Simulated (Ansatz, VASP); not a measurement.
## InW: VASP beside Ansatz

```
In W
1.0
     2.28687   -2.28431   -0.20541
     2.28687    2.28431   -0.20541
    -1.65793    0.00000    8.26686
In W
2 2
Direct
  0.91507 0.91507 0.82023
  0.08493 0.08493 0.17977
  0.28631 0.28631 0.58065
  0.71369 0.71369 0.41935
```

Alike in both runs: functional PBE; k mesh 6 × 6 × 2; occupations gaussian, width 0.1 eV; no spin polarisation.

Ansatz relaxed the structure, and its values are those at the end. VASP's run is a single point on that final structure, the one shown.

|  | VASP | Ansatz |
| --- | --- | --- |
| version | VASP 6.6.1 | Ansatz 0.2.0 |
| potentials or method | VASP PAW PBE potentials, release 64 (In_d, W_sv) | scalar-relativistic, plane waves, PAW |
| plane-wave cutoff (eV) | 520 | 420 |
| valence electrons in the cell | 54 | 54 |

VASP gave:

| Property | Result |
| --- | --- |
| gap on the k mesh at the Fermi level (eV) | none |
| pressure (GPa) | 0.1 |
| rms of the force components (eV/Å) | 0.016 |

Question: Which values does Ansatz return?

Answer: gap on the k mesh at the Fermi level (eV): none; pressure (GPa): -0.1; rms of the force components (eV/Å): 0.014.

A gap of «none» marks a metal or a gap that the smearing closes. The functional is the same, so the differences come from potentials, cutoffs and numerics.

Caveats: the k mesh is coarse (spacing up to 0.39 Å⁻¹), so the values aren't converged. Spin-orbit coupling is left out, which matters for the levels of W.
